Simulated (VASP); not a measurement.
Input for VASP

### INCAR
```
SYSTEM = CsSnI3
PREC = Accurate
ENCUT = 300
EDIFF = 1E-6
NELM = 100
ALGO = Normal
LREAL = .FALSE.
LASPH = .TRUE.
ISMEAR = -1
SIGMA = 0.02
GGA = PE
HFSCREEN = 0.2
AEXX = 0.25
LHFCALC = .TRUE.
PRECFOCK = Fast
ISYM = 3
LMAXMIX = 4
LWAVE = .FALSE.
LCHARG = .FALSE.
ISIF = 2
```

### KPOINTS
```
kpoints
0
gamma
3 3 3
0 0 0
```

### POSCAR
```
CsSnI3
6.1762210
  1.0000000000   0.0000000000   0.0000000000
  0.0000000000   1.0000000000   0.0000000000
  0.0000000000   0.0000000000   1.0000000000
Cs Sn I
1 1 3
Cartesian
  0.5000000000   0.5000000000   0.5000000000
  0.0000000000   0.0000000000   0.0000000000
  0.5000000000   0.0000000000   0.0000000000
  0.0000000000   0.5000000000   0.0000000000
  0.0000000000   0.0000000000   0.5000000000
```

POTCAR, in this order: Cs_sv Sn_d I (PBE.64 set). Program: vasp_std.

Translate this HSE06 calculation to Quantum ESPRESSO's pw.x.

One equivalent input (not run):
```
&CONTROL
  calculation = 'scf'
  pseudo_dir = './pseudo'
  outdir = './out'
  tprnfor = .true.
  tstress = .false.
/
&SYSTEM
  ibrav = 0
  nat = 5
  ntyp = 3
  ecutwfc = 72
  occupations = 'smearing'
  smearing = 'fermi-dirac'
  degauss = 0.00147
  input_dft = 'hse'
  nqx1 = 3
  nqx2 = 3
  nqx3 = 3
  screening_parameter = 0.1058
/
&ELECTRONS
  conv_thr = 7.3e-08
  electron_maxstep = 100
/
ATOMIC_SPECIES
  Cs 132.905 Cs.upf
  Sn 118.710 Sn.upf
  I 126.904 I.upf
CELL_PARAMETERS angstrom
     6.1762210    0.0000000    0.0000000
     0.0000000    6.1762210    0.0000000
     0.0000000    0.0000000    6.1762210
ATOMIC_POSITIONS crystal
  Cs   0.5000000  0.5000000  0.5000000
  Sn   0.0000000  0.0000000  0.0000000
  I    0.5000000  0.0000000  0.0000000
  I    0.0000000  0.5000000  0.0000000
  I    0.0000000  0.0000000  0.5000000
K_POINTS automatic
  3 3 3 0 0 0
```
What does not carry over: the potentials are each code's own (VASP's PAW set, PseudoDojo norm-conserving files in pw.x), so ENCUT and ecutwfc are chosen apart and not converted; conv_thr bounds pw.x's estimated SCF error, while EDIFF bounds the energy change between steps.

The structure comes from a computed database's CsSnI3 entry; how it stands against other phases isn't given here. The cell was not relaxed at this level.
